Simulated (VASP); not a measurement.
# F2SiClBr in VASP: settings compared

The runs below take F2SiClBr through electron localisation function, single point, with PBE, PBE0+TS.

Program: VASP 6.6.1. These are calculated values, not measurements. Logs are shortened: lines on timing, memory, paths and dates and some standing lists are left out, and cuts for length are marked.

## 1. The structure

The cell holds a molecule in a box, 5 atoms: a = 12.000 Å, b = 12.000 Å, c = 12.000 Å, α = 90.00°, β = 90.00°, γ = 90.00°.

## 2. Electron localisation function, PBE

Input file INCAR:

```
ALGO = Fast
EDIFF = 1E-6
ENCUT = 520
GGA = PE
ISIF = 2
ISMEAR = 0
LASPH = True
LCHARG = True
LELF = True
LREAL = False
LWAVE = False
NELM = 100
PREC = Accurate
SIGMA = 0.01
```

Input file KPOINTS:

```
k-points
0
Gamma
  1 1 1
```

Input file POSCAR:

```
SiBrClF2
1.0
   12.0000000000      0.0000000000      0.0000000000
    0.0000000000     12.0000000000      0.0000000000
    0.0000000000      0.0000000000     12.0000000000
F Si Cl Br
2 1 1 1
Direct
    0.6064125000      0.3790625000      0.5093416700
    0.4409708300      0.4519458300      0.6188416700
    0.4997208300      0.4546625000      0.5018083300
    0.3957541700      0.3914125000      0.3868250000
    0.5489875000      0.6244375000      0.4632333300
```

Potentials or basis: VASP PAW PBE potentials, release 64 (F, Si, Cl, Br).

The run is started by

```
$ cat potpaw_PBE.64/F/POTCAR potpaw_PBE.64/Si/POTCAR potpaw_PBE.64/Cl/POTCAR potpaw_PBE.64/Br/POTCAR > POTCAR
$ mpirun -np 1 vasp_gam > vasp.out
```

OUTCAR:

```text
EDIFF = 1E-6
   ENCUT = 520
   GGA = PE
   ISIF = 2
   ISMEAR = 0
   LASPH = True
   LREAL = False
   NELM = 100
   PREC = Accurate

 ion  position               nearest neighbor table
   1  0.606  0.379  0.509-   3 1.57
   2  0.441  0.452  0.619-   3 1.57
   3  0.500  0.455  0.502-   1 1.57   2 1.57   4 2.01   5 2.17
   4  0.396  0.391  0.387-   3 2.01
   5  0.549  0.624  0.463-   3 2.17

  LATTYP: Found a simple cubic cell.
 ALAT       =    12.0000000000

  Lattice vectors:

 A1 = (  12.0000000000,   0.0000000000,   0.0000000000)
 A2 = (   0.0000000000,  12.0000000000,   0.0000000000)
 A3 = (   0.0000000000,   0.0000000000,  12.0000000000)

Analysis of symmetry for initial positions (statically):
=====================================================================
 Subroutine PRICEL returns:
 Original cell was already a primitive cell.

 Routine SETGRP: Setting up the symmetry group for a
 simple cubic supercell.

 Subroutine GETGRP returns: Found  1 space group operations
 (whereof  1 operations were pure point group operations)
 out of a pool of 48 trial point group operations.

The static configuration has the point symmetry C_1 .

Analysis of symmetry for dynamics (positions and initial velocities):
=====================================================================
 Subroutine PRICEL returns:
 Original cell was already a primitive cell.

 Routine SETGRP: Setting up the symmetry group for a
 simple cubic supercell.

 Subroutine GETGRP returns: Found  1 space group operations
 (whereof  1 operations were pure point group operations)
 out of a pool of 48 trial point group operations.

The dynamic configuration has the point symmetry C_1 .

 Subroutine INISYM returns: Found  1 space group operations
 (whereof  1 operations are pure point group operations),
 and found     1 'primitive' translations

----------------------------------------------------------------------------------------

                                     Primitive cell

  volume of cell :    1728.0000

  direct lattice vectors                    reciprocal lattice vectors
    12.000000000  0.000000000  0.000000000     0.083333333  0.000000000  0.000000000
     0.000000000 12.000000000  0.000000000     0.000000000  0.083333333  0.000000000
     0.000000000  0.000000000 12.000000000     0.000000000  0.000000000  0.083333333
[... 66 lines left out ...]
   EDIFF  = 0.1E-05   stopping-criterion for ELM
   LREAL  =      F    real-space projection
   EDIFFG = 0.1E-04   stopping-criterion for IOM
   NSW    =      0    number of steps for IOM
   IBRION =     -1    ionic relax: 0-MD 1-quasi-New 2-CG
   NFREE  =      0    steps in history (QN), initial steepest desc. (CG)
   ISIF   =      2    stress and relaxation
   ISYM   =      2    0-nonsym 1-usesym 2-fastsym
   POTIM  = 0.5000    time-step for ionic-motion
   TEBEG  =    0.0;   TEEND  =   0.0 temperature during run
   PSTRESS=    0.0 pullay stress
   NELECT =      32.0000    total number of electrons
   NUPDOWN=      -1.0000    fix difference up-down
   EMIN   =  10.00;   EMAX   =-10.00  energy-range for DOS
   EFERMI =   0.00;   METHOD = LEGACY
   ISMEAR =     0;   SIGMA  =   0.01  broadening in eV -4-tet -1-fermi 0-gaus
   EFERMI_NEDOS =   21; number of points for ismear=-14 and -15
   IALGO  =     68    algorithm
   IMIX   =      4    mixing-type and parameters
     AMIX     =   0.40;   BMIX     =  1.00
     AMIX_MAG =   1.60;   BMIX_MAG =  1.00
  volume/ion in A,a.u.               =     345.60      2332.22
  Fermi-wavevector in a.u.,A,eV,Ry     =   0.433122  0.818482  2.552380  0.187595
  Thomas-Fermi vector in A             =   1.403327
   LORBIT       =      0    0 simple, 1 ext, 2 COOP (PROOUT), +10 PAW based schemes
   GGA     = PE    functional components
   LHFCALC =     F    Hartree Fock is set to
   AEXX    =    0.0000 exact exchange contribution
   IVDW    =     0    specifies the selected vdW correction
   LEPSILON=     F    determine dielectric tensor
   LRPA    =     F    only Hartree local field effects (RPA)
 non-spin polarized calculation
 RMM-DIIS sequential band-by-band and
 Gauss-broadening in eV      SIGMA  =   0.01
  energy-cutoff  :      520.00
  volume of cell :     1728.00
 maximum number of plane-waves:     23293
 NGX is ok and might be reduce to    90
   NGX = 45   NGY = 45   NGZ = 45

 number of electron      32.0000019 magnetization

 Free energy of the ion-electron system (eV)
  ---------------------------------------------------
  ext. energy  EPLUGINS =         0.00000000
  ---------------------------------------------------
  free energy    TOTEN  =       -22.81859715 eV

  energy without entropy =      -22.81859715  energy(sigma->0) =      -22.81859715

 E-fermi :  -7.5022     XC(G=0):  -0.9185

 val. band max:       -7.5586645963   @ k =   0.0000   0.0000   0.0000
 cond. band min:      -1.2375187646   @ k =   0.0000   0.0000   0.0000
 fundamental gap:      6.3211458318
 Fermi energy:        -7.5022423139

 k-point     1 :       0.0000    0.0000    0.0000
  band No.  band energies     occupation
      1     -30.6594      2.00000
      2     -30.1367      2.00000
      3     -21.3392      2.00000
      4     -20.4510      2.00000
      5     -14.1053      2.00000
      6     -12.3737      2.00000
[... 12 lines left out ...]
     19       0.2363      0.00000
     20       0.5112      0.00000

------------------------ aborting loop because EDIFF is reached ----------------------------------------

  FORCE on cell =-STRESS in cart. coord.  units (eV):
  Direction    XX          YY          ZZ          XY          YZ          ZX
  --------------------------------------------------------------------------------------
  -------------------------------------------------------------------------------------
  Total        1.3562788      0.9880668      1.2889530     -0.3378540     -0.0406170     -0.2813703
  in kB        1.2575227      0.9161217      1.1950991     -0.3132534     -0.0376595     -0.2608826
  external PRESSURE =       1.1229145 kB  Pullay stress =       0.0000000 kB

 VOLUME and BASIS-vectors are now :
 -----------------------------------------------------------------------------
  energy-cutoff  :      520.00
  volume of cell :     1728.00
      direct lattice vectors                 reciprocal lattice vectors
    12.000000000  0.000000000  0.000000000     0.083333333  0.000000000  0.000000000
     0.000000000 12.000000000  0.000000000     0.000000000  0.083333333  0.000000000
     0.000000000  0.000000000 12.000000000     0.000000000  0.000000000  0.083333333

 POSITION                                       TOTAL-FORCE (eV/Angst)
 -----------------------------------------------------------------------------------
      7.27695      4.54875      6.11210         0.713914     -0.508472      0.046790
      5.29165      5.42335      7.42610        -0.393640     -0.018693      0.781953
      5.99665      5.45595      6.02170        -0.221371      0.375472     -0.578948
      4.74905      4.69695      4.64190        -0.177189     -0.113973     -0.192360
      6.58785      7.49325      5.55880         0.078286      0.265667     -0.057435
 -----------------------------------------------------------------------------------
    total drift:                                0.003059      0.003892      0.000357

  FREE ENERGIE OF THE ION-ELECTRON SYSTEM (eV)
  ---------------------------------------------------
  free  energy   TOTEN  =       -22.8185971487 eV

  energy  without entropy=      -22.8185971487  energy(sigma->0) =      -22.81859715
```

OSZICAR:

```text
N       E                     dE             d eps       ncg     rms          rms(c)
DAV:   1     0.297848721398E+03    0.29785E+03   -0.96966E+03    56   0.100E+03
DAV:   2     0.781732985629E+02   -0.21968E+03   -0.21070E+03    72   0.185E+02
DAV:   3    -0.160260452251E+02   -0.94199E+02   -0.92926E+02    56   0.111E+02
[... 16 lines left out ...]
RMM:  20    -0.228185866696E+02   -0.22978E-04   -0.33167E-06    39   0.999E-03    0.891E-04
RMM:  21    -0.228185921323E+02   -0.54627E-05   -0.77280E-07    30   0.426E-03    0.855E-04
RMM:  22    -0.228185955953E+02   -0.34630E-05   -0.32627E-07    31   0.318E-03    0.260E-04
RMM:  23    -0.228185966419E+02   -0.10466E-05   -0.68470E-08    21   0.152E-03    0.109E-04
RMM:  24    -0.228185971487E+02   -0.50683E-06   -0.13249E-08    18   0.124E-03
   1 F= -.22818597E+02 E0= -.22818597E+02  d E =-.842895E-16
```

stdout:

```text
POSCAR found type information on POSCAR F SiClBr
 POSCAR found :  4 types and       5 ions
 scaLAPACK will be used
 LDA part: xc-table for (Slater+PW92), standard interpolation
 POSCAR, INCAR and KPOINTS ok, starting setup
 FFT: planning ... GRIDC
 FFT: planning ... GRID_SOFT
 FFT: planning ... GRID
 WAVECAR not read
 entering main loop
```

Wall time 72 s (1 thread of Intel Xeon 6975P-C (Granite Rapids), shared host); peak memory 1.4 GiB.

Results:

```yaml
Free_energy: -22.8186 eV
Largest_force: 0.878 eV/Å
Gap_between_the_frontier_levels: 6.32 eV
```

Forces in eV/Å, atoms in the order of the input:
```
F    0.714 -0.508  0.047
F   -0.394 -0.019  0.782
Si  -0.221  0.375 -0.579
Cl  -0.177 -0.114 -0.192
Br   0.078  0.266 -0.057
```

Levels at points of the mesh, in eV from the valence-band top:
```tsv
k point	band 12	band 13	band 14	band 15	band 16	band 17	band 18	band 19	band 20
(0.00, 0.00, 0.00)	-1.86	-1.06	-0.90	-0.11	0.00	6.32	7.47	7.79	8.07
```

Expect the measured gap to be larger: semilocal functionals such as PBE lack the derivative discontinuity.

## 3. Single point, PBE0+TS

Input file POSCAR:

```
SiBrClF2
1.0
   12.0000000000      0.0000000000      0.0000000000
    0.0000000000     12.0000000000      0.0000000000
    0.0000000000      0.0000000000     12.0000000000
F Si Cl Br
2 1 1 1
Cartesian
    7.2769500000      4.5487500000      6.1121000400
    5.2916499600      5.4233499600      7.4261000400
    5.9966499600      5.4559500000      6.0216999600
    4.7490500400      4.6969500000      4.6419000000
    6.5878500000      7.4932500000      5.5587999600
```

Input file INCAR.step1:

```
SYSTEM = SiBrClF2
ALGO = Normal ; EDIFF = 1E-5
ENCUT = 900 ; GGA = PE
ISIF = 2 ; ISMEAR = 0
LASPH = .True. ; LCHARG = .False.
LREAL = .False. ; LWAVE = .True.
NBANDS = 24 ; NELM = 60
PREC = Accurate ; SIGMA = 0.01
```

Input file INCAR.step2:

```
SYSTEM = SiBrClF2
AEXX = 0.25 ; ALGO = Normal
EDIFF = 1E-7 ; ENCUT = 900
GGA = PE ; ISIF = 2
ISMEAR = 0 ; ISTART = 1
IVDW = 2 ; LASPH = .True.
LCHARG = .False. ; LHFCALC = .True.
LREAL = .False. ; LWAVE = .False.
NBANDS = 24 ; NELM = 60
PREC = Accurate ; PRECFOCK = Fast
SIGMA = 0.01
```

Input file KPOINTS:

```
k-points
0
Gamma
  1 1 1
  0 0 0
```

Potentials or basis: VASP PAW PBE potentials, release 64 (F_h, Si, Cl_h, Br).

The run is started by

```
$ cat potpaw_PBE.64/F_h/POTCAR potpaw_PBE.64/Si/POTCAR potpaw_PBE.64/Cl_h/POTCAR potpaw_PBE.64/Br/POTCAR > POTCAR
$ cp INCAR.step1 INCAR
$ mpirun -np 1 vasp_gam > vasp.out
$ cp INCAR.step2 INCAR
$ mpirun -np 1 vasp_gam > vasp.out
```

OUTCAR:

```text
SYSTEM = SiBrClF2
   AEXX = 0.25
   EDIFF = 1E-7
   ENCUT = 900
   GGA = PE
   ISIF = 2
   ISMEAR = 0
   ISTART = 1
   IVDW = 2
   LASPH = .True.
   LHFCALC = .True.
   LREAL = .False.
   NELM = 60
   PREC = Accurate
   PRECFOCK = Fast
  IVDW =   2

 ion  position               nearest neighbor table
   1  0.606  0.379  0.509-   3 1.57
   2  0.441  0.452  0.619-   3 1.57
   3  0.500  0.455  0.502-   1 1.57   2 1.57   4 2.01   5 2.17
   4  0.396  0.391  0.387-   3 2.01
   5  0.549  0.624  0.463-   3 2.17

  LATTYP: Found a simple cubic cell.
 ALAT       =    12.0000000000

  Lattice vectors:

 A1 = (  12.0000000000,   0.0000000000,   0.0000000000)
 A2 = (   0.0000000000,  12.0000000000,   0.0000000000)
 A3 = (   0.0000000000,   0.0000000000,  12.0000000000)

Analysis of symmetry for initial positions (statically):
=====================================================================
 Subroutine PRICEL returns:
 Original cell was already a primitive cell.

 Routine SETGRP: Setting up the symmetry group for a
 simple cubic supercell.

 Subroutine GETGRP returns: Found  1 space group operations
 (whereof  1 operations were pure point group operations)
 out of a pool of 48 trial point group operations.

The static configuration has the point symmetry C_1 .

Analysis of symmetry for dynamics (positions and initial velocities):
=====================================================================
 Subroutine PRICEL returns:
 Original cell was already a primitive cell.

 Routine SETGRP: Setting up the symmetry group for a
 simple cubic supercell.

 Subroutine GETGRP returns: Found  1 space group operations
 (whereof  1 operations were pure point group operations)
 out of a pool of 48 trial point group operations.

The dynamic configuration has the point symmetry C_1 .

 Subroutine INISYM returns: Found  1 space group operations
 (whereof  1 operations are pure point group operations),
[... 113 lines left out ...]
   ENCUTFOCK=  -1.0 apply spherical cutoff to Coloumb kernel
   IVDW    =     2    specifies the selected vdW correction
   LEPSILON=     F    determine dielectric tensor
   LRPA    =     F    only Hartree local field effects (RPA)
 non-spin polarized calculation
 Gauss-broadening in eV      SIGMA  =   0.01
  energy-cutoff  :      900.00
  volume of cell :     1728.00
 maximum number of plane-waves:     53024
 NGX is ok and might be reduce to   120
  NGX = 60; NGY = 60; NGZ = 60

 number of electron      31.9999999 magnetization

 Free energy of the ion-electron system (eV)
  ---------------------------------------------------
  ext. energy  EPLUGINS =         0.00000000
  ---------------------------------------------------
  free energy    TOTEN  =       -30.68855292 eV

  energy without entropy =      -30.68855292  energy(sigma->0) =      -30.68855292

 E-fermi :  -8.8104     XC(G=0):  -0.6994

 val. band max:       -8.8947966484   @ k =   0.0000   0.0000   0.0000
 cond. band min:      -0.4067420933   @ k =   0.0000   0.0000   0.0000
 fundamental gap:      8.4880545551
 Fermi energy:        -8.8103723736

 k-point     1 :       0.0000    0.0000    0.0000
  band No.  band energies     occupation
      1     -34.2890      2.00000
      2     -33.7590      2.00000
      3     -23.9628      2.00000
      4     -22.8326      2.00000
      5     -16.2873      2.00000
      6     -14.5386      2.00000
[... 16 lines left out ...]
     23       1.2123      0.00000
     24       1.2336      0.00000

------------------------ aborting loop because EDIFF is reached ----------------------------------------

  Hirshfeld charges:
            ion         q(e)
   ------------------------------
      1     F       -0.18273419
      2     F       -0.18268716
      3     Si       0.47942612
      4     Cl      -0.06953104
      5     Br      -0.04447373

  Tkatchenko/Scheffler method for vdW energy calculation

  Number of pair interactions contributing to vdW energy:    4496

  Edisp (eV):   -0.01668

  FORCE on cell =-STRESS in cart. coord.  units (eV):
  Direction    XX          YY          ZZ          XY          YZ          ZX
  --------------------------------------------------------------------------------------
  -------------------------------------------------------------------------------------
  Total      -0.45579    -0.45355    -0.43411    -0.01664     0.00344    -0.00472
  in kB      -0.42260    -0.42053    -0.40250    -0.01543     0.00319    -0.00437
  external pressure =       -0.42 kB  Pullay stress =        0.00 kB

 VOLUME and BASIS-vectors are now :
 -----------------------------------------------------------------------------
  energy-cutoff  :      900.00
  volume of cell :     1728.00
      direct lattice vectors                 reciprocal lattice vectors
    12.000000000  0.000000000  0.000000000     0.083333333  0.000000000  0.000000000
     0.000000000 12.000000000  0.000000000     0.000000000  0.083333333  0.000000000
     0.000000000  0.000000000 12.000000000     0.000000000  0.000000000  0.083333333

 POSITION                                       TOTAL-FORCE (eV/Angst)
 -----------------------------------------------------------------------------------
      7.27695      4.54875      6.11210        -0.074644      0.068717      0.019533
      5.29165      5.42335      7.42610         0.033169     -0.037518     -0.074761
      5.99665      5.45595      6.02170         0.005193      0.022713     -0.013076
      4.74905      4.69695      4.64190         0.044080      0.012109      0.046946
      6.58785      7.49325      5.55880        -0.007798     -0.066021      0.021358
 -----------------------------------------------------------------------------------
    total drift:                               -0.038113      0.012570     -0.009457

  FREE ENERGIE OF THE ION-ELECTRON SYSTEM (eV)
  ---------------------------------------------------
  free  energy   TOTEN  =       -30.7052306207 eV

  energy  without entropy=      -30.7052306207  energy(sigma->0) =      -30.70523062
```

Run time: 9.9 min. Hardware: 1 thread of Intel Xeon 6975P-C (Granite Rapids), shared host; peak memory 2.7 GiB.

Results:

| Quantity | Value |
| --- | --- |
| Free energy | -30.7052 eV |
| Largest force | 0.103 eV/Å |
| Gap between the frontier levels | 8.49 eV |
| Hirshfeld charges | F -0.18; Si +0.48; Cl -0.07; Br -0.04 e |
| Dispersion energy per atom | -0.003 eV |

Forces in eV/Å, atoms in the order of the input:
```
F   -0.075  0.069  0.020
F    0.033 -0.038 -0.075
Si   0.005  0.023 -0.013
Cl   0.044  0.012  0.047
Br  -0.008 -0.066  0.021
```

Caveat: the cutoff is under 1.25 times the usual one of these potentials, so pressure, stress and relaxed cells hold a basis-set (Pulay) error; the PAW data sets were made with another functional, which shifts forces and pressure a little.

## 4. For comparison

An earlier run on the cell as given: functional PBE; potentials or basis VASP PAW PBE potentials, release 64 (F, Si, Cl, Br); cutoff 520 eV; k mesh 1 × 1 × 1; occupations gaussian, width 0.01 eV; no spin polarisation.

* Largest force: 0.878 eV/Å
* Gap between the frontier levels: 6.32 eV

## 5. The runs side by side

| task | level | potentials or basis | cutoff (eV) | grid for exact exchange (PRECFOCK) | exchange at q = 0 | gap on the mesh (eV) | largest force (eV/Å) |
| --- | --- | --- | --- | --- | --- | --- | --- |
| electron localisation function | PBE | VASP PAW PBE potentials, release 64 (F, Si, Cl, Br) | 520 | - | - | 6.32 | 0.88 |
| single point | PBE0+TS | VASP PAW PBE potentials, release 64 (F_h, Si, Cl_h, Br) | 900 | Fast | default | 8.49 | 0.10 |
| single point | PBE | VASP PAW PBE potentials, release 64 (F, Si, Cl, Br) | 520 | - | - | 6.32 | 0.88 |

Alike in all rows: no spin polarisation; cell as given; k mesh 1 × 1 × 1; smearing gaussian 0.01 eV.

Caveats: the cutoff is under 1.25 times the usual one of these potentials, so pressure, stress and relaxed cells hold a basis-set (Pulay) error (some runs); the PAW data sets were made with another functional, which shifts forces and pressure a little (some runs).

Total energies depend on the potentials used, so only differences within one code and one set of settings carry meaning.
